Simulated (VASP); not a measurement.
HfIn4SiO6:

```
CELL_PARAMETERS angstrom
2.71585 -4.70357 0.00833
2.71585 4.70357 0.00833
-1.87915 0.00000 7.40127
ATOMIC_POSITIONS crystal
Hf 0.78835 0.21165 0.00000
In 0.62175 0.37825 0.50000
In 0.45502 0.54498 0.00000
In 0.28407 0.71593 0.50000
In 0.95814 0.04186 0.50000
Si 0.12168 0.87832 0.00000
O 0.06219 0.11415 0.86666
O 0.88585 0.93781 0.13334
O 0.79490 0.53784 0.86663
O 0.46216 0.20510 0.13337
O 0.15352 0.62879 0.13333
O 0.37121 0.84648 0.86667
```

The cell was built by a generator and needn't be a form met in nature.

| Quantity | Value |
| --- | --- |
| Program | VASP 6.6.1 |
| Task | relaxation of cell and atoms |
| Functional | PBE |
| Dispersion | D4 |
| Potentials or basis | VASP PAW PBE potentials, release 64 (Hf_pv, In_d, Si, O) |
| Cutoff | 600 eV |
| k mesh | 6 × 6 × 4 |
| Occupations | fermi-dirac, width 0.05 eV |
| Spin | no spin polarisation |

At the start: pressure -2.9 GPa; volume 15.77 Å³/atom.

Task: Where does the relaxation end?

Result: Over 10 steps the energy falls by 5.5 meV/atom and the volume is 15.19 Å³/atom (-3.7 %); space group C2 (No. 5, to 0.05 Å).

Step by step:
| step | energy change (eV) | largest force (eV/Å) | pressure (GPa) | volume (Å³) |
| --- | --- | --- | --- | --- |
| 1 | 0.0000 | 0.1551 | -2.90 | 189.24 |
| 2 | -0.0152 | 0.4580 | 2.45 | 181.52 |
| 3 | -0.0424 | 0.2233 | -0.04 | 184.88 |
| 4 | -0.0563 | 0.1231 | -0.04 | 183.88 |
| 5 | -0.0637 | 0.1037 | 0.03 | 182.39 |
| 6 | -0.0663 | 0.0222 | -0.02 | 182.16 |
| 7 | -0.0663 | 0.0228 | -0.02 | 182.16 |
| 8 | -0.0663 | 0.0096 | 0.09 | 182.10 |
| 9 | -0.0663 | 0.0073 | 0.05 | 182.12 |
| 10 | -0.0663 | 0.0029 | -0.01 | 182.23 |

Final structure:
```xyz
12
Lattice="2.6986 -4.6679 0.0079 2.6986 4.6679 0.0079 -1.8679 0.0000 7.2276" Properties=species:S:1:pos:R:3 pbc="T T T"
Hf    2.6986   -2.6912    0.0079
In    1.7646   -1.1347    3.6217
In    2.6986    0.4201    0.0079
In    1.7646    2.0097    3.6217
In    1.7646   -4.2731    3.6217
Si    2.6986    3.5322    0.0079
O    -1.1477    0.2469    6.2430
O     4.6770    0.2469    1.0004
O     1.9771   -1.2062    6.2513
O     1.5522   -1.2062    0.9920
O     1.8568    2.2199    0.9924
O     1.6724    2.2199    6.2509
```

Caveat: pairwise dispersion overbinds metals, which lowers pressure and volume.
